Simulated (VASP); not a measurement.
```
CELL_PARAMETERS angstrom
      0.00000     2.93133     2.93133
      2.93133     0.00000     2.93133
      2.93133     2.93133     0.00000
ATOMIC_POSITIONS crystal
  Mo 0.00000 0.00000 0.00000
  S  0.25000 0.25000 0.25000
  S  0.75000 0.75000 0.75000
```

Level of theory: r2SCAN meta-GGA, VASP's PBE PAW potentials (set 64) (plane waves; VASP 6.6.1). Settings: 400 eV cut-off, 10×10×10 Γ-centred mesh, tetrahedra with Blöchl corrections, potentials Mo_sv S.

Give the energies of bands 7 to 16 at the high-symmetry points, in eV from the Fermi level.

| band | Γ | X | U | L | W |
|---|---|---|---|---|---|
| 7 | -6.40 | -7.71 | -7.23 | -5.43 | -6.87 |
| 8 | -6.40 | -5.37 | -5.63 | -5.43 | -6.67 |
| 9 | -6.40 | -5.37 | -5.11 | -3.95 | -3.99 |
| 10 | -1.00 | -2.68 | -3.44 | -3.21 | -3.99 |
| 11 | -1.00 | -2.68 | -2.46 | -3.17 | -2.61 |
| 12 | -0.64 | -0.67 | -0.15 | -3.17 | -0.11 |
| 13 | -0.64 | 0.07 | 0.10 | -0.49 | 0.43 |
| 14 | -0.64 | 0.87 | 0.21 | -0.49 | 0.50 |
| 15 | 4.39 | 1.86 | 1.99 | 1.73 | 2.14 |
| 16 | 4.39 | 3.61 | 3.19 | 4.10 | 2.14 |

It has no gap at this level: it comes out as a metal or semimetal.

The structure was generated: MoS2 was put into the fluorite type (Fm-3m), which need not be its known phase. It was relaxed first, which changed the volume by -6 %.
